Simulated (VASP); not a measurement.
Consider the following.

```xyz
4
Lattice="3.8760 0.0000 0.0000 0.0000 3.8760 0.0000 0.0000 0.0000 4.9368" Properties=species:S:1:pos:R:3 pbc="T T T"
Sn     1.9380     0.0000     3.7618
Sn     0.0000     1.9380     1.1750
O      1.9380     1.9380     0.0000
O      0.0000     0.0000     0.0000
```

The numbers are results of PBE GGA, VASP's PBE PAW potentials (set 64) (plane waves; VASP), not measurements. Run with ADDGRID = .TRUE., 520 eV cut-off, 5×5×4 Γ-centred mesh, Gaussian smearing of 0.050 eV, potentials Sn_d O.

Problem. What does the run give for the energy per atom (σ→0), largest force?

Solution. 
| Quantity | Result |
|---|---|
| energy per atom (σ→0) | -5.679 eV/atom |
| largest force | 0.318 eV/Å |

Total energies compare only between runs with the same potentials, cut-off and functional.

The compound is SnO in the litharge structure. The cell was not relaxed at this level. The run is one of a series of settings (ADDGRID = .TRUE. against the base run), some of them coarse on purpose.
